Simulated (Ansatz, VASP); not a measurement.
# IrRh2 (Rh-Ir-Rh stack, (111) layers): VASP beside Ansatz, part 2 of 2

Wanted: the spread between two codes on one cell, functional and k mesh. Of the first pair: The structure shown is the start of the Ansatz relaxation below; VASP solves that cell, so the two are compared at the walk's first step.

VASP 6.6.1 and Ansatz 0.2.0.

So far. Step 6 (VASP: single point, PBEsol, relaxed cell, pair 2): The run ends at a pressure of -0.08 GPa, with forces up to 0.036 eV/Å.

### 7. Side by side

What differs besides the data sets and the points named for the pairs above, as far as they apply: the data sets hold 51 valence electrons in Ansatz (on its PAW soft_1 files) and 39 in VASP. Total energies have different zeros and are not compared.

The largest component of a force difference here is 36 meV/Å. Where the cell holds vacuum, a pressure given here is an average over it and none of the material.

### 8. Ansatz: relaxation, PBEsol

The two programs are compared at the cell with which this relaxation starts, whose forces are those of its first step.

The structure compared here is the start of the Ansatz relaxation; VASP solves that cell, so the two are compared at the walk's first step.

Input file input.yaml:

```yaml
crystal:
  lattice:
    - [2.6583887153, 2.8263e-06, 0.0]
    - [-1.3291968053, 2.3022307475, 0.0]
    - [0.0, 0.0, 32.6681001532]
  atoms:
    - { symbol: Rh, position: [0.0, 0.0, 0.170448571] }
    - { symbol: Ir, position: [0.3333333333, 0.6666666667, 0.2362250931] }
    - { symbol: Rh, position: [0.6666666667, 0.3333333333, 0.3020016152] }
  periodic: [true, true, false]
kpoints:
  mp_grid: { grid: [12, 12, 1] }
hamiltonian:
  xc: pbesol
  pseudopotentials: { kind: paw, azcp: { folder: soft_1 }, xc_functional: pbe }
scf:
  occupations: { method: gaussian, width: 0.1 }
output:
  forces: true
  stress: true
  eigenvalues: true
relax:
  adjacent_minimum: "off"
  f_tol: 0.005
  max_steps: 80
  cell: { stress_2d_tol: 0.02 }
```

Command:

```console
$ ansatz run input.yaml --threads 4 --pin off --max-ram 12288MiB --backend cpu --events-out ev --progress --plain --runs-dir out
```

Numbers of over 12 decimals in the logs are rounded to 6 here.

Output:

```text
[...]
Crystal: 3 atoms, lattice volume = 199.936 Å³
Basis set: ecut = 420 eV, 3991 PW (Γ), exchange–correlation on 36×36×450 points (8 copies of the dense FFT grid, shifted against one another)
Bands: 31, of which v1, the nominal top of the filled ones, is band 26 counted from 1 (25 counted from 0)
Symmetry: 12 space group operations
[...]
k-points: 19 of 144
[...]
--- Relaxed structure (3 steps of the walk, 3 accepted, 1 SCFs on fresh bases) ---
[...]
cell:  # Å, volume = 199.7857 Å³
    - [2.657388, 2.825237463663407e-6, 0]
    - [-1.328696, 2.301364, 0]
    - [0, 0, 32.6681001532]
  atoms:
    - { symbol: Rh, position: [0, 0, 0.170380] }
    - { symbol: Ir, position: [0.333333, 0.666667, 0.236225] }
    - { symbol: Rh, position: [0.666667, 0.333333, 0.302070] }
[key lines of the parts left out:]
SCF converged after 8 iterations
Free energy (F): -24476.186900 eV
Fermi energy:    -5.208212 eV
P = ½ c Tr σ = 0.0147 N/m
```

### 9. VASP: single point, PBEsol, start cell, pair 3

The same cell, functional, mesh and smearing now go to VASP, with its own data sets.

Input file INCAR:

```
SYSTEM = IrRh2
PREC = Accurate
ENCUT = 400
EDIFF = 1E-06
NELM = 120
ISMEAR = 0
SIGMA = 0.1
LREAL = .FALSE.
ALGO = Normal
GGA = PS
NBANDS = 25
LASPH = .TRUE.
LORBIT = 11
LWAVE = .FALSE.
LCHARG = .FALSE.
ISIF = 2
LDIPOL = .TRUE.
IDIPOL = 3
DIPOL = 0.5 0.5 0.236
LVHAR = .TRUE.
GGA_COMPAT = .FALSE.
NELMDL = -8
KPAR = 2
```

Input file POSCAR:

```
IrRh2
1.0
    2.6583890000      0.0000030000      0.0000000000
   -1.3291970000      2.3022310000      0.0000000000
    0.0000000000      0.0000000000     32.6681000000
Rh Ir
2 1
Direct
    0.0000000000      0.0000000000      0.1704485722
    0.6666667197      0.3333331885      0.3020016163
    0.3333330632      0.6666663771      0.2362250942
```

Input file KPOINTS:

```
Automatic mesh
0
Gamma
12 12 1
0 0 0
```

The projector-augmented-wave data sets are Rh_pv and Ir (PBE family, release 64).

Command:

```console
$ mpirun -np 2 vasp_std
```

Output:

```text
[... set-up lines as in an earlier step ...]
 entering main loop
       N       E                     dE             d eps       ncg     rms          rms(c)
DAV:   1     0.262629033486E+03    0.26263E+03   -0.19806E+04  1254   0.106E+03
DAV:   2    -0.150189018909E+02   -0.27765E+03   -0.27075E+03  1139   0.338E+02
DAV:   3    -0.257769744085E+02   -0.10758E+02   -0.10256E+02  1122   0.619E+01
DAV:   4    -0.260394608612E+02   -0.26249E+00   -0.26089E+00  1310   0.961E+00
[...]
DAV:  24    -0.242641409487E+02   -0.37475E-05   -0.76653E-08   624   0.134E-03    0.206E-04
DAV:  25    -0.242641434649E+02   -0.25162E-05   -0.10353E-07   632   0.822E-04    0.393E-04
DAV:  26    -0.242641444648E+02   -0.99992E-06   -0.20773E-08   607   0.409E-04
   1 F= -.24264144E+02 E0= -.24255422E+02  d E =-.174448E-01
```

Parts of OUTCAR (step 9):

```text
  Total       -0.1459673     -0.1459673      0.0142300     -0.0000000      0.0000000     -0.0000000
  in kB       -1.1696999     -1.1697000      0.1140315     -0.0000000      0.0000000     -0.0000000
  external PRESSURE =      -0.7417895 kB  Pullay stress =       0.0000000 kB

 POSITION                                       TOTAL-FORCE (eV/Angst)
 -----------------------------------------------------------------------------------
      0.00000      0.00000      5.56823        -0.000000      0.000000     -0.056151
      1.32919      0.76741      9.86582         0.000000     -0.000000      0.056151
     -0.00000      1.53482      7.71702        -0.000000      0.000000     -0.000000
 -----------------------------------------------------------------------------------
    total drift:                               -0.000326      0.000352      0.000628

  FREE ENERGIE OF THE ION-ELECTRON SYSTEM (eV)
  ---------------------------------------------------
  free  energy   TOTEN  =       -24.2641444648 eV

  energy  without entropy=      -24.2466996746  energy(sigma->0) =      -24.25542207

[... 3 further parts left out ...]
[key lines of the parts left out:]
E-fermi :  -1.7522
```

The run ends at a pressure of -0.07 GPa, with forces up to 0.056 eV/Å.

### 10. Differences

What differs besides the data sets and the points named for the pairs above, as far as they apply: the data sets hold 51 valence electrons in Ansatz (on its PAW soft_1 files) and 39 in VASP. Total energies have different zeros and are not compared.

Forces (eV/Å; atoms numbered as in POSCAR):

| atom | Ansatz x, y, z | VASP x, y, z |
| --- | --- | --- |
| Rh1 | 0.000, 0.000, -0.021 | 0.000, 0.000, -0.056 |
| Rh2 | 0.000, 0.000, 0.021 | 0.000, 0.000, 0.056 |
| Ir3 | 0.000, 0.000, 0.000 | 0.000, 0.000, 0.000 |

The forces differ by 17 meV/Å r.m.s., which is 62.8 % of the r.m.s. force of 0.026 eV/Å (both taken over all components). Where the cell holds vacuum, a pressure given here is an average over it and none of the material.

### 11. Outcome

| Property | Result |
| --- | --- |
| r.m.s. force difference (single point, PBEsol, start cell, pair 1) | 2.2 % of the r.m.s. force |
| r.m.s. force difference (single point, PBEsol, relaxed cell, pair 2) | 17 meV/Å |
| r.m.s. force difference (single point, PBEsol, start cell, pair 3) | 17 meV/Å |

In words: The r.m.s. force difference is 17 meV/Å (single point, PBEsol, relaxed cell, pair 2), beyond the 12 meV/Å picked in this series as the mark of a large difference. The data sets hold unlike numbers of valence electrons (51 in Ansatz and 39 in VASP), so part of the differences may come from the potentials. What causes the difference of the single point, PBEsol, relaxed cell, pair 2 pair stays open here. What causes the difference of the single point, PBEsol, start cell, pair 3 pair stays open here. 2 further pairs of this series are not shown here. Such differences can come from data sets, numerical settings and the points named under the comparisons, not from the functional's error against experiment.

[Lines on the potential files, build, host, timing and source positions are cut from VASP's logs without a mark.]

[Logs are printed without paths, hosts, clocks, repeated set-up lines and the standing remarks that a program may print on its own settings, such as how far it seeks lower states.]

[Hosts, paths, dates, database ids (printed as entryN), source tags and the programs' standing remarks are cut or masked in the printed files.]
